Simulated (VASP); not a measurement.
A convergence study with VASP on BaTiO3 (tetragonal perovskite): one setting is varied, all else stays as given below, so the limit is that of these other settings. ε∞ is the independent-particle value.

```xyz
5
Lattice="3.9900 0.0000 0.0000 0.0000 3.9900 0.0000 0.0000 0.0000 4.0400" Properties=species:S:1:pos:R:3 pbc="T T T"
Ba     0.0000     0.0000     0.0000
Ti     1.9950     1.9950     2.0725
O      1.9950     1.9950     3.9471
O      0.0000     1.9950     1.9675
O      1.9950     0.0000     1.9675
```

The numbers are results of PBE GGA, VASP's PBE PAW potentials (set 64) (plane waves; VASP 6.6.1), not measurements. The tightest run used: 700 eV cut-off, 4×4×4 Γ-centred mesh, Gaussian smearing of 0.050 eV, potentials Ba_sv Ti_sv O.

Q: The settings run are NBANDS = 21; NBANDS = 22; NBANDS = 24; NBANDS = 28; NBANDS = 36; NBANDS = 52; NBANDS = 84; NBANDS = 148. From which on does the mean ε∞ stay within 0.3  of the tightest run?

A: From NBANDS = 36 on: it is off by 0.26 there and by no more than 0.3 in any finer run, while NBANDS = 28 is off by 0.96.
```tsv
setting	mean ε∞	bands	difference judged ()
NBANDS = 21	2.43	21	4.36
NBANDS = 22	3.00	22	3.80
NBANDS = 24	4.58	24	2.21
NBANDS = 28	5.83	28	0.96
NBANDS = 36	6.53	36	0.26
NBANDS = 52	6.73	52	0.07
NBANDS = 84	6.78	84	0.02
NBANDS = 148	6.79	148	0.00
```

Left out are rungs that failed or repeat a setting and relaxations that didn't move; long series are thinned to 24 rows.

The compound is BaTiO3 in the tetragonal perovskite structure. The cell was not relaxed at this level, forces remain on its atoms.
